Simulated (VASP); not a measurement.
These are r2SCAN meta-GGA, VASP's PBE PAW potentials (set 64) (plane waves; VASP) values and carry that method's errors.

The input files of a VASP run:

### POSCAR
```
WC
1.0
  1.4585290190  -2.5262464408   0.0145852902
  1.4585290190   2.5262464408   0.0145852902
  0.0283995627   0.0000000000   2.8399562685
W C
1 1
Cartesian
  0.0000000000   0.0000000000   0.0000000000
  1.4727288004   0.8420838311   1.4345634245
```

INCAR:
```
SYSTEM  =  WC
PREC  =  Accurate; ENCUT  =  600; LREAL  =  .FALSE.
LASPH  =  .TRUE.
EDIFF  =  1E-7; NELM  =  100; ALGO  =  Normal
LMAXMIX  =  6; LMIXTAU  =  .TRUE.
ISMEAR  =  1; SIGMA  =  0.1
METAGGA  =  R2SCAN
ISIF  =  2
LWAVE  =  .FALSE.; LCHARG  =  .FALSE.
```

### KPOINTS
```
kpoints
0
G
  14 14 12
0 0 0
```

POTCAR, in this order: W_sv C (PBE.64 set). Program: vasp_std.

Output

File OUTCAR:
```
 ion  position               nearest neighbor table
   1  0.000  0.000  0.000-   2 2.18   2 2.18   2 2.20   2 2.20   2 2.22   2 2.22
   2  0.333  0.667  0.500-   1 2.18   1 2.18   1 2.20   1 2.20   1 2.22   1 2.22
  LATTYP: Found a base centered monoclinic cell.
 ALAT       =     2.9172038873
 B/A-ratio  =     1.7319642633
 C/A-ratio  =     0.9735686543
 COS(beta)  =    -0.0199980002
 Subroutine PRICEL returns:
 Original cell was already a primitive cell.
 Subroutine GETGRP returns: Found  2 space group operations
The static configuration has the point symmetry C_2 .
The dynamic configuration has the point symmetry C_2 .
 Subroutine INISYM returns: Found  2 space group operations
 Subroutine IBZKPT returns following result:
 Found    639 irreducible k-points:

 Following reciprocal coordinates:
            Coordinates               Weight
  0.000000  0.000000  0.000000      1.000000
  0.071429  0.000000  0.000000      4.000000
  0.142857  0.000000  0.000000      4.000000
  0.214286 -0.000000  0.000000      4.000000
  0.285714 -0.000000  0.000000      4.000000
  0.357143  0.000000  0.000000      4.000000
  0.428571 -0.000000  0.000000      4.000000
  0.500000 -0.000000  0.000000      2.000000
  0.071429  0.071429  0.000000      2.000000
  0.142857  0.071429  0.000000      4.000000
  0.214286  0.071429  0.000000      4.000000
  0.285714  0.071429  0.000000      4.000000
  0.357143  0.071429  0.000000      4.000000
  0.428571  0.071429  0.000000      4.000000
  0.500000  0.071429  0.000000      4.000000
 -0.428571  0.071429 -0.000000      4.000000
 -0.357143  0.071429 -0.000000      4.000000
 -0.285714  0.071429  0.000000      4.000000
 -0.214286  0.071429 -0.000000      4.000000
 -0.142857  0.071429 -0.000000      4.000000
 -0.071429  0.071429  0.000000      2.000000
  0.142857  0.142857  0.000000      2.000000
  0.214286  0.142857  0.000000      4.000000
  0.285714  0.142857  0.000000      4.000000
  0.357143  0.142857  0.000000      4.000000
  0.428571  0.142857  0.000000      4.000000
  0.500000  0.142857  0.000000      4.000000
 -0.428571  0.142857  0.000000      4.000000
 -0.357143  0.142857  0.000000      4.000000
 -0.285714  0.142857  0.000000      4.000000
 -0.214286  0.142857 -0.000000      4.000000
 -0.142857  0.142857  0.000000      2.000000
  0.214286  0.214286  0.000000      2.000000
  0.285714  0.214286  0.000000      4.000000
  0.357143  0.214286  0.000000      4.000000
  0.428571  0.214286  0.000000      4.000000
  0.500000  0.214286  0.000000      4.000000
 -0.428571  0.214286 -0.000000      4.000000
 -0.357143  0.214286  0.000000      4.000000
 -0.285714  0.214286  0.000000      4.000000
   k-points           NKPTS =    639   k-points in BZ     NKDIM =    639   number of bands    NBANDS=     13
   number of dos      NEDOS =    301   number of ions     NIONS =      2
   total plane-waves  NPLWV =  13824
   dimension x,y,z NGX =    24 NGY =   24 NGZ =   24
   dimension x,y,z NGXF=    48 NGYF=   48 NGZF=   48
   ions per type =               1   1
   PREC   = accura    normal or accurate (medium, high low for compatibility)
   ISTART =      0    job   : 0-new  1-cont  2-samecut
   ICHARG =      2    charge: 1-file 2-atom 10-const
   ISPIN  =      1    spin polarized calculation?
   LNONCOLLINEAR =      F non collinear calculations
   LSORBIT =      F    spin-orbit coupling
   INIWAV =      1    electr: 0-lowe 1-rand  2-diag
   ENCUT  =  600.0 eV  44.10 Ry    6.64 a.u.   5.83  5.83  5.67*2*pi/ulx,y,z
   NELM   =    100;   NELMIN=  2; NELMDL= -5     # of ELM steps
   EDIFF  = 0.1E-06   stopping-criterion for ELM
...
```

File OSZICAR:
```
       N       E                     dE             d eps       ncg     rms          rms(c)
DAV:   1     0.820533871855E+02    0.82053E+02   -0.10993E+04 16622   0.174E+03
DAV:   2    -0.643046863348E+02   -0.14636E+03   -0.14256E+03 18979   0.419E+02
DAV:   3    -0.687004681476E+02   -0.43958E+01   -0.43554E+01 20318   0.664E+01
DAV:   4    -0.687440079145E+02   -0.43540E-01   -0.43513E-01 18190   0.701E+00
DAV:   5    -0.687443670338E+02   -0.35912E-03   -0.35909E-03 19784   0.663E-01    0.336E+01
DAV:   6    -0.612668608626E+02    0.74775E+01   -0.90012E+00 18397   0.376E+01    0.610E+00
DAV:   7    -0.615242427372E+02   -0.25738E+00   -0.42761E-01 16944   0.743E+00    0.493E+00
DAV:   8    -0.614705279099E+02    0.53715E-01   -0.20883E-01 17279   0.547E+00    0.103E+00
DAV:   9    -0.616010027164E+02   -0.13047E+00   -0.12823E-01 17069   0.364E+00    0.680E-01
DAV:  10    -0.616066896794E+02   -0.56870E-02   -0.47223E-03 17919   0.675E-01    0.445E-01
DAV:  11    -0.616069332520E+02   -0.24357E-03   -0.18252E-03 19284   0.331E-01    0.305E-01
DAV:  12    -0.616069378916E+02   -0.46396E-05   -0.21234E-03 19464   0.377E-01    0.101E-01
DAV:  13    -0.616069485920E+02   -0.10700E-04   -0.68350E-05 17039   0.910E-02    0.962E-02
DAV:  14    -0.616070281420E+02   -0.79550E-04   -0.77214E-05 19194   0.705E-02    0.275E-02
DAV:  15    -0.616070788958E+02   -0.50754E-04   -0.62468E-05 16854   0.781E-02    0.996E-03
DAV:  16    -0.616070789931E+02   -0.97268E-07   -0.12232E-06 20139   0.117E-02    0.101E-02
DAV:  17    -0.616070790398E+02   -0.46736E-07   -0.37191E-08  8627   0.206E-03
   1 F= -.61607079E+02 E0= -.61607081E+02  d E =0.607284E-05
```

### OUTCAR
```
------------------------ aborting loop because EDIFF is reached ----------------------------------------
  FORCE on cell =-STRESS in cart. coord.  units (eV):
  Direction    XX          YY          ZZ          XY          YZ          ZX
  --------------------------------------------------------------------------------------
  Total       -0.0018212     -0.0225846      0.0648559      0.0000000      0.0000000     -0.8256130
  in kB       -0.1394381     -1.7291574      4.9655903      0.0000000      0.0000000    -63.2117899
  external PRESSURE =       1.0323316 kB  Pullay stress =       0.0000000 kB
  volume of cell :       20.93
      direct lattice vectors                 reciprocal lattice vectors
     1.458529019 -2.526246441  0.014585290     0.342845427 -0.197922100 -0.003428454
     1.458529019  2.526246441  0.014585290     0.342845427  0.197922100 -0.003428454
     0.028399563  0.000000000  2.839956268    -0.003521533  0.000000000  0.352153313
 POSITION                                       TOTAL-FORCE (eV/Angst)
 -----------------------------------------------------------------------------------
      0.00000      0.00000      0.00000        -0.000000     -0.011553     -0.000000
      1.47273      0.84208      1.43456         0.000000      0.011553      0.000000
 -----------------------------------------------------------------------------------
    total drift:                               -0.000000     -0.000043      0.000000
  FREE ENERGIE OF THE ION-ELECTRON SYSTEM (eV)
  ---------------------------------------------------
  free  energy   TOTEN  =       -61.6070790398 eV

  energy  without entropy=      -61.6070851126  energy(sigma->0) =      -61.60708106
```
(Selected blocks of OUTCAR.)

The compound is WC in the wc structure. This cell was strained or had an atom moved on purpose.
